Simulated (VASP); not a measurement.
Calculation: r2SCAN meta-GGA, VASP's PBE PAW potentials (set 64) (plane waves; VASP).

The input files of a VASP run:

File POSCAR:
```
CdHgSe2
1.0
  4.3584537766   0.0000000000   0.0000000000
  0.0000000000   4.3584537766   0.0000000000
  0.0000000000   0.0000000000   6.1460525302
Cd Hg Se
1 1 2
Cart
  2.1792268883   2.1792268883   3.0730262651
  0.0000000000   0.0000000000   0.0000000000
  0.0000000000   2.1792268883   1.5548714683
  2.1792268883   0.0000000000   4.5911810619
```

**INCAR**
```
ALGO = Normal
EDIFF = 1E-8
EDIFFG = -0.001
ENCUT = 400
IBRION = 1
ISIF = 2
ISMEAR = 0
LASPH = .TRUE.
LCHARG = .FALSE.
LMAXMIX = 6
LMIXTAU = .TRUE.
LREAL = .FALSE.
LWAVE = .FALSE.
METAGGA = R2SCAN
NELM = 100
NSW = 30
PREC = Accurate
SIGMA = 0.05
SYSTEM = CdHgSe2
```

File KPOINTS:
```
Automatic mesh
0
Gamma
  5 5 4
0 0 0
```

POTCAR, in this order: Cd Hg Se (PBE.64 set). Program: vasp_std.

The run wrote:

OSZICAR:
```
       N       E                     dE             d eps       ncg     rms          rms(c)
DAV:   1     0.122318458738E+03    0.12232E+03   -0.15108E+04   800   0.121E+03
DAV:   2    -0.983681496714E+02   -0.22069E+03   -0.21509E+03   888   0.322E+02
DAV:   3    -0.110243398744E+03   -0.11875E+02   -0.11833E+02   924   0.746E+01
DAV:   4    -0.110344309685E+03   -0.10091E+00   -0.10084E+00   858   0.675E+00
DAV:   5    -0.110345138048E+03   -0.82836E-03   -0.82828E-03   950   0.574E-01    0.935E+00
DAV:   6    -0.103235684422E+03    0.71095E+01   -0.64837E+00   906   0.344E+01    0.110E+01
DAV:   7    -0.101052425868E+03    0.21833E+01   -0.79599E-01   804   0.832E+00    0.820E+00
DAV:   8    -0.102185238950E+03   -0.11328E+01   -0.68272E-01   792   0.818E+00    0.956E-01
DAV:   9    -0.994253206060E+02    0.27599E+01   -0.10779E+00   804   0.715E+00    0.791E-01
DAV:  10    -0.995533295630E+02   -0.12801E+00   -0.69808E-02   846   0.213E+00    0.683E-01
DAV:  11    -0.995386550126E+02    0.14675E-01   -0.90043E-04   924   0.213E-01    0.729E-01
DAV:  12    -0.998726830372E+02   -0.33403E+00   -0.14065E-01   822   0.236E+00    0.245E-01
DAV:  13    -0.100029767585E+03   -0.15708E+00   -0.13382E-01   870   0.222E+00    0.245E-01
DAV:  14    -0.100015304347E+03    0.14463E-01   -0.10697E-02   840   0.815E-01    0.203E-01
DAV:  15    -0.100020397670E+03   -0.50933E-02   -0.14928E-03   858   0.290E-01    0.138E-01
DAV:  16    -0.100028022068E+03   -0.76244E-02   -0.31631E-03   798   0.372E-01    0.581E-02
DAV:  17    -0.100028958176E+03   -0.93611E-03   -0.56688E-04   816   0.206E-01    0.469E-02
DAV:  18    -0.100028861925E+03    0.96251E-04   -0.42196E-04   870   0.117E-01    0.422E-02
DAV:  19    -0.100029219803E+03   -0.35788E-03   -0.45391E-04   816   0.161E-01    0.286E-02
DAV:  20    -0.100029256557E+03   -0.36754E-04   -0.16278E-05   870   0.323E-02    0.251E-02
DAV:  21    -0.100029271992E+03   -0.15436E-04   -0.24794E-06   846   0.116E-02    0.220E-02
DAV:  22    -0.100029287477E+03   -0.15485E-04   -0.87149E-06   792   0.250E-02    0.923E-03
DAV:  23    -0.100029290411E+03   -0.29345E-05   -0.12828E-06   792   0.107E-02    0.760E-03
DAV:  24    -0.100029290165E+03    0.24642E-06   -0.19634E-07   840   0.379E-03    0.578E-03
DAV:  25    -0.100029289931E+03    0.23410E-06   -0.19744E-07   816   0.403E-03    0.120E-03
DAV:  26    -0.100029289970E+03   -0.39481E-07   -0.97658E-08   840   0.224E-03    0.115E-03
DAV:  27    -0.100029289980E+03   -0.96420E-08   -0.54376E-09   546   0.678E-04
   1 F= -.10002929E+03 E0= -.10002922E+03  d E =-.100029E+03
       N       E                     dE             d eps       ncg     rms          rms(c)
DAV:   1    -0.100029294158E+03   -0.41878E-05   -0.35176E-04   792   0.853E-02    0.955E-03
DAV:   2    -0.100029296045E+03   -0.18864E-05   -0.13734E-05   912   0.170E-02    0.451E-03
DAV:   3    -0.100029296395E+03   -0.35033E-06   -0.49511E-07   810   0.453E-03    0.231E-03
DAV:   4    -0.100029296385E+03    0.95301E-08   -0.12072E-07   846   0.211E-03    0.864E-04
DAV:   5    -0.100029296384E+03    0.11764E-08   -0.84239E-08   804   0.185E-03
   2 F= -.10002930E+03 E0= -.10002923E+03  d E =-.640425E-05
       N       E                     dE             d eps       ncg     rms          rms(c)
DAV:   1    -0.100029295717E+03    0.66870E-06   -0.65652E-04   800   0.116E-01    0.130E-02
DAV:   2    -0.100029299196E+03   -0.34789E-05   -0.25503E-05   918   0.232E-02    0.605E-03
DAV:   3    -0.100029299855E+03   -0.65985E-06   -0.91944E-07   804   0.616E-03    0.311E-03
DAV:   4    -0.100029299840E+03    0.15866E-07   -0.21508E-07   852   0.279E-03    0.116E-03
DAV:   5    -0.100029299828E+03    0.11109E-07   -0.15002E-07   792   0.243E-03    0.210E-04
DAV:   6    -0.100029299901E+03   -0.72998E-07   -0.49972E-08   804   0.139E-03    0.134E-04
DAV:   7    -0.100029299902E+03   -0.10295E-08   -0.31945E-09   444   0.431E-04
   3 F= -.10002930E+03 E0= -.10002923E+03  d E =-.351825E-05
```

**OUTCAR**
```
------------------------ aborting loop because EDIFF is reached ----------------------------------------
  FORCE on cell =-STRESS in cart. coord.  units (eV):
  Direction    XX          YY          ZZ          XY          YZ          ZX
  --------------------------------------------------------------------------------------
  Total        0.0473369      0.0473369     -0.0095149      0.0000000      0.0000000     -0.0000000
  in kB        0.6496049      0.6496049     -0.1305734      0.0000000      0.0000000     -0.0000000
  external PRESSURE =       0.3895454 kB  Pullay stress =       0.0000000 kB
  volume of cell :      116.75
      direct lattice vectors                 reciprocal lattice vectors
     4.358453777  0.000000000  0.000000000     0.229439166  0.000000000  0.000000000
     0.000000000  4.358453777  0.000000000     0.000000000  0.229439166  0.000000000
     0.000000000  0.000000000  6.146052530     0.000000000  0.000000000  0.162706061
 POSITION                                       TOTAL-FORCE (eV/Angst)
 -----------------------------------------------------------------------------------
      2.17923      2.17923      3.07303         0.000000      0.000000      0.000000
     -0.00000      0.00000     -0.00000         0.000000      0.000000      0.000000
     -0.00000      2.17923      1.55591         0.000000     -0.000000      0.000263
      2.17923      0.00000      4.59014         0.000000      0.000000     -0.000263
 -----------------------------------------------------------------------------------
    total drift:                                0.000000      0.000000      0.000000
  FREE ENERGIE OF THE ION-ELECTRON SYSTEM (eV)
  ---------------------------------------------------
  free  energy   TOTEN  =      -100.0292999024 eV

  energy  without entropy=     -100.0291688287  energy(sigma->0) =     -100.02923437

 reached required accuracy - stopping structural energy minimisation
```
(Selected blocks of OUTCAR.)

**CONTCAR**
```
CdHgSe2
   1.00000000000000
     4.3584537766000002    0.0000000000000000    0.0000000000000000
     0.0000000000000000    4.3584537766000002    0.0000000000000000
     0.0000000000000000    0.0000000000000000    6.1460525302000004
  Cd              Hg              Se
     1     1     2
Direct
     0.5000000000000000    0.5000000000000000    0.5000000000000000
    -0.0000000000000000    0.0000000000000000   -0.0000000000000000
    -0.0000000000000000    0.5000000000000000    0.2531556233933697
     0.5000000000000000    0.0000000000000000    0.7468443766066305
```

The structure comes from a computed database's CdHgSe2 entry (P-4m2); how it stands against other phases isn't given here. This run relaxes the ions in a fixed cell. Symmetry was kept, so distortions that lower it aren't found. The start is the result of an earlier pass.
